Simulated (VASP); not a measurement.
```
CELL_PARAMETERS angstrom
      3.99179     0.00000     0.00000
     -1.99590     3.45699     0.00000
      0.00000     0.00000     6.57655
ATOMIC_POSITIONS crystal
  Ga 0.33333 0.66667 0.99999
  Ga 0.66667 0.33333 0.49999
  As 0.33333 0.66667 0.37401
  As 0.66667 0.33333 0.87401
```

Method: r2SCAN meta-GGA, VASP's PBE PAW potentials (set 64) (plane waves; VASP 6.6.1). Run with 400 eV cut-off, 7×7×4 Γ-centred mesh, tetrahedra with Blöchl corrections, potentials Ga_d As.

Question: Give the energies of bands 13 to 21 at the high-symmetry points, in eV from the valence-band maximum.

Answer: 
```
band      Γ      M      K      A      L      H
----  -----  -----  -----  -----  -----  -----
13    -6.90  -7.05  -6.44  -4.33  -6.92  -6.91
14    -1.30  -5.98  -6.44  -4.33  -6.92  -6.91
15    -1.30  -4.24  -4.68  -0.74  -2.28  -3.97
16    -0.18  -2.83  -3.16  -0.74  -2.28  -3.97
17     0.00  -2.48  -3.16  -0.74  -2.18  -1.82
18     0.00  -1.27  -2.91  -0.74  -2.18  -1.82
19     0.97   1.60   2.47   1.82   1.59   2.41
20     1.07   2.69   5.13   1.82   1.59   2.41
21     3.78   4.09   5.13   4.63   3.26   5.08
```

The gap is direct, 0.97 eV, from the valence maximum at Γ to the conduction minimum at Γ.

The structure comes from a computed database's GaAs entry (P6_3mc); how it stands against other phases isn't given here. It was relaxed first.
